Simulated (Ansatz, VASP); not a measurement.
**One calculation of SiPb, two programs**

```
CELL_PARAMETERS angstrom
0.00000 3.14981 3.14981
3.14981 0.00000 3.14981
3.14981 3.14981 0.00000
ATOMIC_POSITIONS crystal
Si 0.00000 0.00000 0.00000
Pb 0.25000 0.25000 0.25000
```

The cell comes from a database or a generator and needn't be the stable form of this composition.

Alike in both runs: task single point; functional PBE; k mesh 6 × 6 × 6; occupations gaussian, width 0.05 eV; no spin polarisation.

```csv
,VASP,Ansatz
version,VASP 6.6.1,Ansatz 0.2.0
potentials or method,"VASP PAW PBE potentials, release 64 (Si, Pb_d)","scalar-relativistic, plane waves, PAW"
plane-wave cutoff (eV),520,420
valence electrons in the cell,18,18
```

|  | VASP | Ansatz | Ansatz less VASP |
| --- | --- | --- | --- |
| gap on the k mesh at the Fermi level (eV) | none | none | - |
| pressure (GPa) | -0.3 | -0.2 | +0.05 |

A gap of «none» marks a metal or a gap that the smearing closes. The functional is the same, so the differences come from potentials, cutoffs and numerics.

Spin-orbit coupling is left out, which matters for the levels of Pb.
